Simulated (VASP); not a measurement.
Data:

```yaml
crystal:
  lattice:
    - [2.50213, 0.00000, 0.00000]
    - [0.00000, 2.50213, 0.00000]
    - [0.00000, 0.00000, 2.50213]
  atoms:
    - { symbol: Mn, position: [0.00000, 0.00000, 0.00000] }
    - { symbol: B, position: [0.50000, 0.50000, 0.50000] }
```

Level of theory: r2SCAN meta-GGA, VASP's PBE PAW potentials (set 64) (plane waves; VASP). Run with 520 eV cut-off, 16×16×16 Γ-centred mesh, tetrahedra with Blöchl corrections, potentials Mn_pv B.

**Question.** Give the energies of bands 4 to 11 at the high-symmetry points, in eV from the Fermi level.

**Answer.** 
| band | Γ | X | M | R |
|---|---|---|---|---|
| 4 | -14.05 | -9.01 | -8.42 | -6.57 |
| 5 | -3.50 | -8.45 | -4.02 | -6.57 |
| 6 | -3.50 | -2.60 | -4.02 | -6.57 |
| 7 | 0.84 | -1.82 | -2.67 | 0.37 |
| 8 | 0.84 | -1.82 | -0.47 | 2.07 |
| 9 | 0.84 | 1.03 | -0.47 | 2.07 |
| 10 | 4.37 | 2.54 | 1.99 | 7.11 |
| 11 | 4.37 | 9.54 | 5.47 | 7.11 |

It has no gap at this level: it comes out as a metal or semimetal.

The structure was generated: MnB was put into the CsCl type type (Pm-3m), which need not be its known phase. It was relaxed first, which changed the volume by -36 %. The run is not spin-polarised, so no magnetic state was tried.
